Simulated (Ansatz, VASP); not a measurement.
# Cross-check of Ca3PbO between VASP and Ansatz

Aim: how closely do two programs agree when they are given the same cell, functional and k mesh? The cell is taken from a series of runs on this material, whose earlier steps may have relaxed, scaled, displaced or heated it; both programs get it as it stands.

Main program and level: Ansatz 0.2.0; plane waves, with VASP 6.6.1 beside it; zone-centre phonons at PBEsol.

### 1. Set-up

Symmetry: Pm-3m, No. 221, cubic system. The conventional cell has a = 4.799 Å, b = 4.799 Å, c = 4.799 Å, α = 90.00°, β = 90.00°, γ = 90.00°. Ca has 2 O at 2.40 Å nearest. Nearest to Pb lie 12 Ca at 3.39 Å. Nearest to O lie 6 Ca at 2.40 Å. Farther neighbours and most contacts between anions are not listed.

As a file:

```xyz
5
Lattice="4.7991 0.0000 0.0000 0.0000 4.7991 0.0000 0.0000 0.0000 4.7991" Properties=species:S:1:pos:R:3 pbc="T T T"
Ca    0.0000    2.3996    2.3996
Ca    2.3996    0.0000    2.3996
Ca    2.3996    2.3996    0.0000
Pb    0.0000    0.0000    0.0000
O     2.3996    2.3996    2.3996
```

### 2. VASP: zone-centre phonons, PBEsol

Second derivatives magnify differences that forces hide, and they need a tight electronic threshold.

Lines of VASP's logs that name or quote its potential files are left out, and so is its time.

Input file INCAR:

```
SYSTEM = Ca3PbO
PREC = Accurate
ENCUT = 600
EDIFF = 1E-08
NELM = 120
ISMEAR = 1
SIGMA = 0.2
LREAL = .FALSE.
ALGO = Normal
GGA = PS
NBANDS = 31
LORBIT = 11
LWAVE = .FALSE.
LCHARG = .FALSE.
ISIF = 2
IBRION = 8
LASPH = .TRUE.
GGA_COMPAT = .FALSE.
KPAR = 2
```

Input file POSCAR:

```
Ca3PbO
1.0
    4.7991304546      0.0000000000      0.0000000000
    0.0000000000      4.7991304546      0.0000000000
    0.0000000000      0.0000000000      4.7991304546
Ca Pb O
3 1 1
Direct
    0.0000000000      0.5000000000      0.5000000000
    0.5000000000      0.0000000000      0.5000000000
    0.5000000000      0.5000000000      0.0000000000
    0.0000000000      0.0000000000      0.0000000000
    0.5000000000      0.5000000000      0.5000000000
```

Input file KPOINTS:

```
Automatic mesh
0
Gamma
8 8 8
0 0 0
```

Potentials, in the order of the species: Ca_sv, Pb_d and O (PBE family, release 64).

The run is started by

```bash
mpirun -np 2 vasp_std
```

Numbers of over 12 decimals in the logs are rounded to 6 here.

Log:

```text
[banner, memory and clock lines left out]
running    2 mpi-ranks, on    1 nodes
 distrk:  each k-point on    1 cores,    2 groups
 distr:  one band on    1 cores,    1 groups

 POSCAR found type information on POSCAR CaPbO
 POSCAR found :  3 types and       5 ions
|                                                                             |
|               ----> ADVICE to this user running VASP <----                  |
|                                                                             |
|     You enforced a specific xc type in the INCAR file but a different       |
|     [... a line on the potential file left out ...]
|     I HOPE YOU KNOW WHAT YOU ARE DOING!                                     |
|                                                                             |

 LDA part: xc-table for (Slater+PW92), standard interpolation
 POSCAR, INCAR and KPOINTS ok, starting setup
 FFT: planning ... GRIDC
 FFT: planning ... GRID_SOFT
 FFT: planning ... GRID
 WAVECAR not read
 entering main loop
       N       E                     dE             d eps       ncg     rms          rms(c)
DAV:   1     0.625141340203E+03    0.62514E+03   -0.26801E+04  2170   0.187E+03
DAV:   2     0.360895949690E+02   -0.58905E+03   -0.57436E+03  2247   0.522E+02
DAV:   3    -0.222209039272E+02   -0.58310E+02   -0.57681E+02  3480   0.154E+02
DAV:   4    -0.255731396563E+02   -0.33522E+01   -0.33277E+01  3207   0.329E+01
DAV:   5    -0.258300949036E+02   -0.25696E+00   -0.25665E+00  3718   0.767E+00    0.975E+00
DAV:   6    -0.238413429344E+02    0.19888E+01   -0.12155E+01  2995   0.167E+01    0.468E+00
DAV:   7    -0.237928469945E+02    0.48496E-01   -0.12988E+00  2847   0.596E+00    0.252E+00
DAV:   8    -0.237520517929E+02    0.40795E-01   -0.22189E-01  2699   0.314E+00    0.603E-01
DAV:   9    -0.237464037378E+02    0.56481E-02   -0.70740E-02  3391   0.116E+00    0.238E-01
DAV:  10    -0.237466040267E+02   -0.20029E-03   -0.10538E-02  2817   0.498E-01    0.700E-02
DAV:  11    -0.237470057575E+02   -0.40173E-03   -0.18878E-03  2885   0.223E-01    0.113E-01
DAV:  12    -0.237467431805E+02    0.26258E-03   -0.14713E-03  2895   0.150E-01    0.459E-03
DAV:  13    -0.237467528637E+02   -0.96832E-05   -0.97450E-05  2972   0.490E-02    0.198E-03
DAV:  14    -0.237467532684E+02   -0.40469E-06   -0.34032E-06  3468   0.876E-03    0.100E-03
DAV:  15    -0.237467532637E+02    0.46675E-08   -0.21640E-07  3063   0.252E-03    0.101E-03
DAV:  16    -0.237467532779E+02   -0.14134E-07   -0.27587E-08  2353   0.705E-04    0.563E-04
DAV:  17    -0.237467532427E+02    0.35172E-07   -0.43111E-08  2380   0.714E-04    0.716E-05
DAV:  18    -0.237467532418E+02    0.92768E-09   -0.24530E-09  1645   0.278E-04
   1 F= -.23746753E+02 E0= -.23746968E+02  d E =0.645056E-03
 Linear response reoptimize wavefunctions to high precision
DAV:   1    -0.237467532354E+02    0.64156E-08   -0.84961E-10  1666   0.179E-04
DAV:   2    -0.237467532354E+02   -0.78217E-10   -0.30105E-10  1582   0.122E-04
 Linear response DOF=           4
 Linear response progress:
  Degree of freedom:   1/  4
       N       E                     dE             d eps       ncg     rms          rms(c)
RMM:   1    -0.462840608058E+00   -0.46284E+00    0.11203E+00  5689   0.787E+00
RMM:   2    -0.415644775591E+00    0.47196E-01   -0.11650E-01  7925   0.157E+00    0.186E-01
RMM:   3    -0.417045798108E+00   -0.14010E-02   -0.24281E-02  9281   0.527E-01    0.142E-01
RMM:   4    -0.417439117322E+00   -0.39332E-03   -0.27528E-03  9877   0.208E-01    0.779E-02
RMM:   5    -0.417341922610E+00    0.97195E-04   -0.87341E-04 10244   0.104E-01    0.178E-02
RMM:   6    -0.417340243222E+00    0.16794E-05   -0.17520E-04 10872   0.440E-02    0.550E-03
RMM:   7    -0.417326172320E+00    0.14071E-04   -0.72493E-05 10868   0.229E-02    0.164E-03
RMM:   8    -0.417319578098E+00    0.65942E-05   -0.28131E-05 11330   0.121E-02    0.386E-04
RMM:   9    -0.417318392118E+00    0.11860E-05   -0.16226E-05 11671   0.734E-03    0.186E-04
RMM:  10    -0.417318546094E+00   -0.15398E-06   -0.10516E-05 11613   0.489E-03    0.908E-05
RMM:  11    -0.417319222453E+00   -0.67636E-06   -0.74607E-06 11635   0.343E-03    0.631E-05
RMM:  12    -0.417320038754E+00   -0.81630E-06   -0.58985E-06 11082   0.263E-03    0.449E-05
RMM:  13    -0.417320164458E+00   -0.12570E-06   -0.51171E-06 11769   0.207E-03    0.539E-05
RMM:  14    -0.417320835927E+00   -0.67147E-06   -0.52226E-06 11479   0.172E-03    0.163E-05
RMM:  15    -0.417320985121E+00   -0.14919E-06   -0.48553E-06 12279   0.145E-03    0.316E-05
RMM:  16    -0.417320782701E+00    0.20242E-06   -0.44534E-06  9846   0.127E-03    0.872E-05
RMM:  17    -0.417320905146E+00   -0.12245E-06   -0.35374E-06 11202   0.110E-03    0.105E-04
RMM:  18    -0.417320977710E+00   -0.72564E-07   -0.32019E-06 11555   0.973E-04    0.120E-04
RMM:  19    -0.417321112329E+00   -0.13462E-06   -0.24559E-06 10597   0.876E-04    0.126E-04
RMM:  20    -0.417321049805E+00    0.62524E-07   -0.22659E-06 10149   0.797E-04    0.150E-04
RMM:  21    -0.417320944437E+00    0.10537E-06   -0.17591E-06 10341   0.740E-04    0.173E-04
RMM:  22    -0.417321004823E+00   -0.60386E-07   -0.15742E-06 10904   0.667E-04    0.182E-04
RMM:  23    -0.417321040013E+00   -0.35190E-07   -0.12628E-06 10679   0.615E-04    0.191E-04
RMM:  24    -0.417321079712E+00   -0.39699E-07   -0.11458E-06 10428   0.572E-04    0.199E-04
 first order change of Fermi-energy  -0.40393E-04
 force on displaced ion       1 direction 1 :  -6.447  -0.000   0.000
 Linear response progress:
  Degree of freedom:   2/  4
       N       E                     dE             d eps       ncg     rms          rms(c)
RMM:   1    -0.455429271311E+00   -0.45543E+00    0.19025E+00  9412   0.881E+00
RMM:   2    -0.411314787736E+00    0.44114E-01   -0.13776E-01 13479   0.180E+00    0.164E-01
RMM:   3    -0.413235735938E+00   -0.19209E-02   -0.24405E-02 15111   0.487E-01    0.143E-01
RMM:   4    -0.413834689142E+00   -0.59895E-03   -0.24116E-03 16461   0.196E-01    0.881E-02
RMM:   5    -0.413694458618E+00    0.14023E-03   -0.74684E-04 16856   0.103E-01    0.154E-02
RMM:   6    -0.413705313795E+00   -0.10855E-04   -0.22615E-04 17825   0.462E-02    0.478E-03
RMM:   7    -0.413691941164E+00    0.13373E-04   -0.97007E-05 18476   0.243E-02    0.246E-03
RMM:   8    -0.413696868838E+00   -0.49277E-05   -0.60428E-05 18200   0.155E-02    0.200E-03
RMM:   9    -0.413694376558E+00    0.24923E-05   -0.36493E-05 19248   0.103E-02    0.189E-04
RMM:  10    -0.413695014837E+00   -0.63828E-06   -0.27173E-05 19707   0.759E-03    0.105E-04
RMM:  11    -0.413696678397E+00   -0.16636E-05   -0.20440E-05 19919   0.583E-03    0.200E-04
RMM:  12    -0.413697252356E+00   -0.57396E-06   -0.16870E-05 19968   0.480E-03    0.226E-04
RMM:  13    -0.413697068309E+00    0.18405E-06   -0.13111E-05 18862   0.413E-03    0.241E-04
RMM:  14    -0.413697578731E+00   -0.51042E-06   -0.11372E-05 19834   0.360E-03    0.267E-04
RMM:  15    -0.413697951906E+00   -0.37317E-06   -0.96536E-06 19674   0.318E-03    0.305E-04
RMM:  16    -0.413698172909E+00   -0.22100E-06   -0.90354E-06 20005   0.285E-03    0.346E-04
RMM:  17    -0.413698871774E+00   -0.69887E-06   -0.80670E-06 16605   0.266E-03    0.310E-04
 first order change of Fermi-energy  -0.38824E-05
 force on displaced ion       1 direction 2 :   0.000  -4.048   0.000
 Linear response progress:
  Degree of freedom:   3/  4
       N       E                     dE             d eps       ncg     rms          rms(c)
RMM:   1    -0.337747985942E+00   -0.33775E+00   -0.15997E-01  6401   0.292E+00
RMM:   2    -0.340092879907E+00   -0.23449E-02   -0.11444E-02  7527   0.416E-01    0.581E-02
RMM:   3    -0.340133754399E+00   -0.40874E-04   -0.12386E-03  7766   0.146E-01    0.371E-02
RMM:   4    -0.340359252278E+00   -0.22550E-03   -0.36628E-04  8500   0.888E-02    0.666E-03
RMM:   5    -0.340285803796E+00    0.73448E-04   -0.66581E-05  8723   0.374E-02    0.385E-03
RMM:   6    -0.340277383370E+00    0.84204E-05   -0.28195E-05 10001   0.180E-02    0.167E-03
RMM:   7    -0.340262562147E+00    0.14821E-04   -0.87962E-06  9670   0.981E-03    0.657E-04
RMM:   8    -0.340253130177E+00    0.94320E-05   -0.33991E-06 10612   0.533E-03    0.234E-04
RMM:   9    -0.340252381662E+00    0.74851E-06   -0.13558E-06 11560   0.294E-03    0.227E-04
RMM:  10    -0.340250748421E+00    0.16332E-05   -0.63414E-07 11332   0.173E-03    0.155E-04
RMM:  11    -0.340248997179E+00    0.17512E-05   -0.21166E-07 11092   0.113E-03    0.109E-04
RMM:  12    -0.340250102982E+00   -0.11058E-05   -0.79802E-08 10971   0.793E-04    0.357E-05
RMM:  13    -0.340249798400E+00    0.30458E-06   -0.49046E-09 11822   0.535E-04    0.990E-06
RMM:  14    -0.340249524150E+00    0.27425E-06    0.20711E-08 11460   0.396E-04    0.326E-05
RMM:  15    -0.340249777034E+00   -0.25288E-06   -0.13937E-08 10871   0.312E-04    0.117E-05
RMM:  16    -0.340249695543E+00    0.81491E-07   -0.95756E-09 11802   0.245E-04    0.372E-06
RMM:  17    -0.340249665174E+00    0.30369E-07   -0.45540E-08 12350   0.202E-04    0.401E-06
RMM:  18    -0.340249614577E+00    0.50596E-07   -0.26429E-08 11082   0.179E-04    0.914E-07
RMM:  19    -0.340249612011E+00    0.25662E-08    0.20871E-08 12084   0.160E-04    0.473E-07
 first order change of Fermi-energy  -0.52487E-04
 force on displaced ion       4 direction 1 :  -3.340   0.000  -0.000
 Linear response progress:
  Degree of freedom:   4/  4
       N       E                     dE             d eps       ncg     rms          rms(c)
RMM:   1    -0.374658392946E+00   -0.37466E+00    0.26685E-01  8822   0.186E+00
RMM:   2    -0.367079335831E+00    0.75791E-02   -0.19745E-02  8268   0.381E-01    0.103E-01
RMM:   3    -0.368432332842E+00   -0.13530E-02   -0.35106E-03  8098   0.194E-01    0.592E-02
RMM:   4    -0.369813055692E+00   -0.13807E-02   -0.12857E-03  8641   0.108E-01    0.208E-02
RMM:   5    -0.369907481505E+00   -0.94426E-04   -0.26505E-04  8832   0.492E-02    0.778E-03
RMM:   6    -0.369986740166E+00   -0.79259E-04   -0.71701E-05 10222   0.234E-02    0.301E-03
RMM:   7    -0.369936241916E+00    0.50498E-04   -0.31508E-05  9843   0.119E-02    0.138E-03
RMM:   8    -0.369959199446E+00   -0.22958E-04   -0.11001E-05 10966   0.659E-03    0.619E-04
RMM:   9    -0.369962526988E+00   -0.33275E-05   -0.11035E-05 11320   0.357E-03    0.592E-04
RMM:  10    -0.369972462455E+00   -0.99355E-05   -0.62556E-07 10090   0.253E-03    0.223E-04
RMM:  11    -0.369969210537E+00    0.32519E-05   -0.34089E-06 10332   0.165E-03    0.163E-04
RMM:  12    -0.369970776301E+00   -0.15658E-05   -0.29384E-07 11155   0.111E-03    0.701E-05
RMM:  13    -0.369971303005E+00   -0.52670E-06   -0.58915E-07 11639   0.750E-04    0.582E-05
RMM:  14    -0.369972475969E+00   -0.11730E-05   -0.58475E-07 10332   0.568E-04    0.151E-05
RMM:  15    -0.369972618736E+00   -0.14277E-06    0.11445E-07 11750   0.403E-04    0.921E-06
RMM:  16    -0.369972786919E+00   -0.16818E-06    0.18024E-07 11583   0.295E-04    0.123E-05
RMM:  17    -0.369972896627E+00   -0.10971E-06    0.20050E-07 10306   0.230E-04    0.137E-05
RMM:  18    -0.369972750143E+00    0.14648E-06   -0.32170E-07 10719   0.184E-04    0.370E-06
RMM:  19    -0.369972837364E+00   -0.87220E-07    0.32651E-07  9798   0.151E-04    0.150E-06
RMM:  20    -0.369972886899E+00   -0.49536E-07   -0.13115E-07 10249   0.130E-04    0.230E-06
RMM:  21    -0.369972855188E+00    0.31711E-07    0.19163E-07  9839   0.112E-04    0.295E-06
RMM:  22    -0.369972907956E+00   -0.52768E-07   -0.32202E-08  9486   0.103E-04    0.732E-07
RMM:  23    -0.369972907571E+00    0.38517E-09    0.20147E-07 10025   0.937E-05    0.612E-07
RMM:  24    -0.369972908380E+00   -0.80927E-09   -0.34206E-10  9522   0.877E-05    0.120E-06
 first order change of Fermi-energy  -0.16457E-03
 force on displaced ion       5 direction 1 :  -4.449   0.000  -0.000
 Linear response finished
```

[end of part 1 of 2]

[Lines on the potential files, build, host, timing and source positions are cut from VASP's logs without a mark.]

[Logs are printed without paths, hosts, clocks, repeated set-up lines and the standing remarks that a program may print on its own settings, such as how far it seeks lower states.]

[Hosts, paths, dates, database ids (printed as entryN), source tags and the programs' standing remarks are cut or masked in the printed files.]
